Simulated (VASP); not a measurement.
# BiAs (I4mm) in VASP: single point with PBE

Aim: the single point of BiAs with PBE.

Program: VASP 6.6.1. These are calculated values, not measurements. Logs are shortened: lines on timing, memory, paths and dates and some standing lists are left out, and cuts for length are marked.

## 1. The cell of the first run

The structure is tetragonal, space group I4mm (No. 107). The conventional cell has a = 4.266 Å, b = 4.266 Å, c = 6.033 Å, α = 90.00°, β = 90.00°, γ = 90.00°. Around Bi (site symmetry 4mm) lie 6 As at 2.90 to 3.14 Å. As (site symmetry 4mm) is surrounded by 6 Bi at 2.90 to 3.14 Å.

The cell comes from a database or a generator and needn't be the stable form of this composition.

## 2. Single point, PBE (atom 1 (Bi) moved by [0.0, 0.0, 0.12] A)

Input file INCAR:

```
PREC     = Accurate       # precision mode
ENCUT    = 520            # plane-wave cutoff, eV
EDIFF    = 1E-6           # SCF threshold, eV
ISMEAR   = -1             # smearing method
SIGMA    = 0.03           # smearing width, eV
LREAL    = F              # projectors in reciprocal space
LASPH    = T              # aspherical terms in the spheres
NELM     = 100            # most SCF steps
ALGO     = Normal         # electronic algorithm
ISIF     = 2              # what is computed and relaxed
LWAVE    = F              # write WAVECAR
LCHARG   = F              # write CHGCAR
GGA      = PE             # functional
NBANDS   = 17             # bands
```

Input file KPOINTS:

```
Automatic mesh
0
Gamma
  11 11 11
```

Input file POSCAR:

```
BiAs
1.0
    0.0000000000      3.0165142405      3.0165142405
    3.0165142405      0.0000000000      3.0165142405
    3.0165142405      3.0165142405      0.0000000000
Bi As
1 1
Direct
    0.0198905078      0.0198905078     -0.0198905078
    0.5000000000      0.5000000000      0.5000000000
```

Potentials or basis: VASP PAW PBE potentials, release 64 (Bi_d, As).

Started as:

```bash
$ cat potpaw_PBE.64/Bi_d/POTCAR potpaw_PBE.64/As/POTCAR > POTCAR
$ mpirun -np 1 vasp_std > vasp.out
```

OUTCAR:

```text
PREC = Accurate
   ENCUT = 520
   EDIFF = 1E-6
   ISMEAR = -1
   LREAL = F
   LASPH = T
   NELM = 100
   ISIF = 2
   GGA = PE

 ion  position               nearest neighbor table
   1  0.020  0.020  0.980-   2 2.90   2 3.02   2 3.02   2 3.02   2 3.02   2 3.14
   2  0.500  0.500  0.500-   1 2.90   1 3.02   1 3.02   1 3.02   1 3.02   1 3.14

  LATTYP: Found a face centered cubic cell.
 ALAT       =     6.0330284810

  Lattice vectors:

 A1 = (   0.0000000000,   3.0165142405,   3.0165142405)
 A2 = (   3.0165142405,   0.0000000000,   3.0165142405)
 A3 = (   3.0165142405,   3.0165142405,   0.0000000000)

Analysis of symmetry for initial positions (statically):
=====================================================================
 Subroutine PRICEL returns:
 Original cell was already a primitive cell.

 Routine SETGRP: Setting up the symmetry group for a
 face centered cubic supercell.

 Subroutine GETGRP returns: Found  8 space group operations
 (whereof  8 operations were pure point group operations)
 out of a pool of 48 trial point group operations.

The static configuration has the point symmetry C_4v.

Analysis of symmetry for dynamics (positions and initial velocities):
=====================================================================
 Subroutine PRICEL returns:
 Original cell was already a primitive cell.

 Routine SETGRP: Setting up the symmetry group for a
 face centered cubic supercell.

 Subroutine GETGRP returns: Found  8 space group operations
 (whereof  8 operations were pure point group operations)
 out of a pool of 48 trial point group operations.

The dynamic configuration has the point symmetry C_4v.

 Subroutine INISYM returns: Found  8 space group operations
 (whereof  8 operations are pure point group operations),
 and found     1 'primitive' translations

----------------------------------------------------------------------------------------

                                     Primitive cell

  volume of cell :      54.8967

  direct lattice vectors                    reciprocal lattice vectors
     0.000000000  3.016514240  3.016514240    -0.165754232  0.165754232  0.165754232
     3.016514240  0.000000000  3.016514240     0.165754232 -0.165754232  0.165754232
     3.016514240  3.016514240  0.000000000     0.165754232  0.165754232 -0.165754232

  length of vectors
     4.265995350  4.265995350  4.265995350     0.287094751  0.287094751  0.287094751

  position of ions in fractional coordinates (direct lattice)
     0.019890508  0.019890508  0.980109492
     0.500000000  0.500000000  0.500000000

  ion indices of the primitive-cell ions
   primitive index   ion index
                 1           1
                 2           2

----------------------------------------------------------------------------------------

 KPOINTS: Automatic mesh

Automatic generation of k-mesh.
 Grid dimensions read from file:
 generate k-points for:   11   11   11

 Generating k-lattice:

  Cartesian coordinates                     Fractional coordinates (reciprocal lattice)
    -0.015068567  0.015068567  0.015068567     0.090909091  0.000000000  0.000000000
     0.015068567 -0.015068567  0.015068567     0.000000000  0.090909091  0.000000000
     0.015068567  0.015068567 -0.015068567     0.000000000  0.000000000  0.090909091

  Length of vectors
     0.026099523  0.026099523  0.026099523

  Shift w.r.t. Gamma in fractional coordinates (k-lattice)
     0.000000000  0.000000000  0.000000000

 Subroutine IBZKPT returns following result:
 ===========================================

 Found    126 irreducible k-points:

 Following reciprocal coordinates:
            Coordinates               Weight
  0.000000  0.000000  0.000000      1.000000
  0.090909  0.000000  0.000000      8.000000
  0.181818  0.000000  0.000000      8.000000
  0.272727  0.000000  0.000000      8.000000
  0.363636  0.000000  0.000000      8.000000
  0.454545  0.000000  0.000000      8.000000
[... 16 lines left out ...]
 -0.181818  0.090909  0.000000      8.000000
  0.000000 -0.181818  0.090909     16.000000
 [... further k-points ...]
   k-points           NKPTS =    126   k-points in BZ     NKDIM =    126   number of bands    NBANDS=     17
   number of dos      NEDOS =    301   number of ions     NIONS =      2
   total plane-waves  NPLWV =  32768
   dimension x,y,z NGX =    32 NGY =   32 NGZ =   32
   dimension x,y,z NGXF=    64 NGYF=   64 NGZF=   64
   ions per type =               1   1
   NGX,Y,Z   is equivalent  to a cutoff of  12.47, 12.47, 12.47 a.u.
   NGXF,Y,Z  is equivalent  to a cutoff of  24.94, 24.94, 24.94 a.u.
 SYSTEM =  unknown system
   PREC   = accura    normal or accurate (medium, high low for compatibility)
   ISTART =      0    job   : 0-new  1-cont  2-samecut
   ICHARG =      2    charge: 1-file 2-atom 10-const
   ISPIN  =      1    spin polarized calculation?
   LNONCOLLINEAR =      F non collinear calculations
   LSORBIT =      F    spin-orbit coupling
   LASPH  =      T    aspherical Exc in radial PAW
   ENCUT  =  520.0 eV  38.22 Ry    6.18 a.u.   7.93  7.93  7.93*2*pi/ulx,y,z
   NELM   =    100;   NELMIN=  2; NELMDL= -5     # of ELM steps
   EDIFF  = 0.1E-05   stopping-criterion for ELM
   LREAL  =      F    real-space projection
   EDIFFG = 0.1E-04   stopping-criterion for IOM
   NSW    =      0    number of steps for IOM
   IBRION =     -1    ionic relax: 0-MD 1-quasi-New 2-CG
   NFREE  =      0    steps in history (QN), initial steepest desc. (CG)
   ISIF   =      2    stress and relaxation
   ISYM   =      2    0-nonsym 1-usesym 2-fastsym
   POTIM  = 0.5000    time-step for ionic-motion
   TEBEG  =    0.0;   TEEND  =   0.0 temperature during run
   PSTRESS=    0.0 pullay stress
   NELECT =      20.0000    total number of electrons
   NUPDOWN=      -1.0000    fix difference up-down
   EMIN   =  10.00;   EMAX   =-10.00  energy-range for DOS
   EFERMI =   0.00;   METHOD = LEGACY
   ISMEAR =    -1;   SIGMA  =   0.03  broadening in eV -4-tet -1-fermi 0-gaus
   EFERMI_NEDOS =   21; number of points for ismear=-14 and -15
   IALGO  =     38    algorithm
   IMIX   =      4    mixing-type and parameters
     AMIX     =   0.40;   BMIX     =  1.00
     AMIX_MAG =   1.60;   BMIX_MAG =  1.00
  volume/ion in A,a.u.               =      27.45       185.23
  Fermi-wavevector in a.u.,A,eV,Ry     =   1.169238  2.209539 18.600751  1.367117
  Thomas-Fermi vector in A             =   2.305713
   LORBIT       =      0    0 simple, 1 ext, 2 COOP (PROOUT), +10 PAW based schemes
   GGA     = PE    functional components
   LHFCALC =     F    Hartree Fock is set to
   AEXX    =    0.0000 exact exchange contribution
   IVDW    =     0    specifies the selected vdW correction
   LEPSILON=     F    determine dielectric tensor
   LRPA    =     F    only Hartree local field effects (RPA)
 non-spin polarized calculation
  energy-cutoff  :      520.00
  volume of cell :       54.90
 maximum number of plane-waves:      1494
   NGX = 15   NGY = 15   NGZ = 15

 number of electron      20.0000001 magnetization

 Free energy of the ion-electron system (eV)
  ---------------------------------------------------
  ext. energy  EPLUGINS =         0.00000000
  ---------------------------------------------------
  free energy    TOTEN  =        -8.54536781 eV

  energy without entropy =       -8.54523390  energy(sigma->0) =       -8.54530085

 E-fermi :   6.2404     XC(G=0):  -9.9099

 val. band max:        6.1622757699   @ k =  -0.1818   0.1818   0.0000
 cond. band min:       6.3552178863   @ k =   0.4545   0.0000   0.0000
 fundamental gap:      0.1929421165
 Fermi energy:         6.2403914636

 k-point     1 :       0.0000    0.0000    0.0000
  band No.  band energies     occupation
      1     -16.8656      2.00000
      2     -16.8638      2.00000
      3     -16.8603      2.00000
      4     -16.8603      2.00000
      5     -16.8591      2.00000
      6      -7.4648      2.00000
[... 9 lines left out ...]
     16      12.0430      0.00000
     17      13.6929      0.00000

 k-point     2 :       0.0909    0.0000    0.0000
  band No.  band energies     occupation
      1     -16.8649      2.00000
      2     -16.8643      2.00000
      3     -16.8602      2.00000
      4     -16.8591      2.00000
      5     -16.8589      2.00000
      6      -7.3741      2.00000
[... 9 lines left out ...]
     16      12.1892      0.00000
     17      14.4293      0.00000

 k-point     3 :       0.1818    0.0000    0.0000
  band No.  band energies     occupation
      1     -16.8661      2.00000
      2     -16.8645      2.00000
      3     -16.8608      2.00000
      4     -16.8564      2.00000
      5     -16.8557      2.00000
      6      -7.1035      2.00000
[... 9 lines left out ...]
     16      12.6626      0.00000
     17      15.8294      0.00000

 k-point     4 :       0.2727    0.0000    0.0000
  band No.  band energies     occupation
      1     -16.8688      2.00000
      2     -16.8662      2.00000
      3     -16.8602      2.00000
      4     -16.8522      2.00000
      5     -16.8509      2.00000
      6      -6.6589      2.00000
[... 9 lines left out ...]
     16      13.4500      0.00000
     17      17.3192      0.00000
[... 343 lines left out ...]
      1     -16.8695      2.00000
      2     -16.8665      2.00000
      3     -16.8603      2.00000
      4     -16.8520      2.00000
      5     -16.8477      2.00000
      6      -6.3992      2.00000
[... 9 lines left out ...]
     16      14.8931      0.00000
     17      16.6624      0.00000

 k-point    23 :      -0.1818    0.0909    0.0000
  band No.  band energies     occupation
      1     -16.8678      2.00000
      2     -16.8646      2.00000
      3     -16.8592      2.00000
      4     -16.8552      2.00000
      5     -16.8541      2.00000
      6      -6.8972      2.00000
[... 9 lines left out ...]
     16      13.8266      0.00000
     17      15.2861      0.00000

 k-point    24 :       0.0000   -0.1818    0.0909
  band No.  band energies     occupation
      1     -16.8669      2.00000
      2     -16.8643      2.00000
      3     -16.8619      2.00000
      4     -16.8563      2.00000
      5     -16.8517      2.00000
      6      -6.8958      2.00000
[... 9 lines left out ...]
     16      13.8015      0.00000
     17      15.2901      0.00000

 [... further k-points ...]

------------------------ aborting loop because EDIFF is reached ----------------------------------------

  FORCE on cell =-STRESS in cart. coord.  units (eV):
  Direction    XX          YY          ZZ          XY          YZ          ZX
  --------------------------------------------------------------------------------------
  -------------------------------------------------------------------------------------
  Total        0.0350592      0.0350592      0.2370256      0.0000000     -0.0000000     -0.0000000
  in kB        1.0232141      1.0232141      6.9176672      0.0000000     -0.0000000     -0.0000000
  external PRESSURE =       2.9880318 kB  Pullay stress =       0.0000000 kB

 VOLUME and BASIS-vectors are now :
 -----------------------------------------------------------------------------
  energy-cutoff  :      520.00
  volume of cell :       54.90
      direct lattice vectors                 reciprocal lattice vectors
     0.000000000  3.016514240  3.016514240    -0.165754232  0.165754232  0.165754232
     3.016514240  0.000000000  3.016514240     0.165754232 -0.165754232  0.165754232
     3.016514240  3.016514240  0.000000000     0.165754232  0.165754232 -0.165754232

 POSITION                                       TOTAL-FORCE (eV/Angst)
 -----------------------------------------------------------------------------------
      3.01651      3.01651      0.12000         0.000000      0.000000      0.263376
      3.01651      3.01651      3.01651         0.000000      0.000000     -0.263376
 -----------------------------------------------------------------------------------
    total drift:                                0.000000      0.000000      0.000361

  FREE ENERGIE OF THE ION-ELECTRON SYSTEM (eV)
  ---------------------------------------------------
  free  energy   TOTEN  =        -8.5453678102 eV

  energy  without entropy=       -8.5452338980  energy(sigma->0) =       -8.54530085
```

Wall time 32 s (1 thread of Intel Xeon 6975P-C (Granite Rapids), shared host); peak memory 0.26 GiB.

What came out:

- Free energy: -8.5454 eV
- Pressure: 0.3 GPa
- Largest force: 0.263 eV/Å
- Band gap on the k mesh: 0.19 eV, indirect (least direct gap 0.41 eV)

Forces on the atoms (eV/Å):
```
Bi   0.000  0.000  0.263
As   0.000  0.000 -0.263
```

Caveat: spin-orbit coupling is left out, which as a rule narrows the gap of such compounds by several tenths of an eV; an odd mesh through Γ misses points on the zone boundary, where band edges often lie.
